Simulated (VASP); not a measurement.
OSZICAR of a VASP run on Ca3P2 (space group P-3m1):

**OSZICAR**
```
       N       E                     dE             d eps       ncg     rms          rms(c)
DAV:   1     0.263313265116E+03    0.26331E+03   -0.15206E+04   584   0.106E+03
DAV:   2    -0.844518747241E+01   -0.27176E+03   -0.26987E+03   704   0.336E+02
DAV:   3    -0.248771611636E+02   -0.16432E+02   -0.16410E+02   992   0.661E+01
DAV:   4    -0.258971046340E+02   -0.10199E+01   -0.10190E+01   888   0.144E+01
DAV:   5    -0.259263407580E+02   -0.29236E-01   -0.29235E-01   872   0.245E+00    0.812E+00
DAV:   6    -0.245625335309E+02    0.13638E+01   -0.40553E+00   664   0.686E+00    0.501E+00
DAV:   7    -0.244208710472E+02    0.14166E+00   -0.89223E-01   856   0.400E+00    0.212E+00
DAV:   8    -0.244066262520E+02    0.14245E-01   -0.13953E-01   720   0.202E+00    0.490E-01
DAV:   9    -0.244045577262E+02    0.20685E-02   -0.18765E-02   808   0.673E-01    0.216E-01
DAV:  10    -0.244047267496E+02   -0.16902E-03   -0.18324E-03   976   0.211E-01    0.111E-01
DAV:  11    -0.244047740827E+02   -0.47333E-04   -0.13903E-04   832   0.625E-02    0.223E-02
DAV:  12    -0.244047663090E+02    0.77737E-05   -0.45415E-05   816   0.562E-02    0.105E-02
DAV:  13    -0.244047665811E+02   -0.27211E-06   -0.42838E-06   832   0.127E-02
   1 F= -.24404767E+02 E0= -.24404767E+02  d E =-.283646E-11
```

Question: Which electronic solver shows in the log?

Answer: It is blocked Davidson (ALGO = Normal, or the opening steps of other solvers). The INCAR had ALGO = Normal.

Question: Can the final energy be trusted as converged?

Answer: The calculation finished and met its thresholds. It stopped with EDIFF = 1E-6, NELM = 100 (LDA (Ceperley-Alder, Perdew-Zunger), plane waves, VASP's LDA PAW potentials (set 64)).

The structure was generated: Ca3P2 was put into an ordered model structure, which need not be its known phase. The cell was not relaxed at this level. The run is one of a series of settings (GGA removed, POTCAR P Ca_sv (LDA.64 set) against the base run), some of them coarse on purpose.
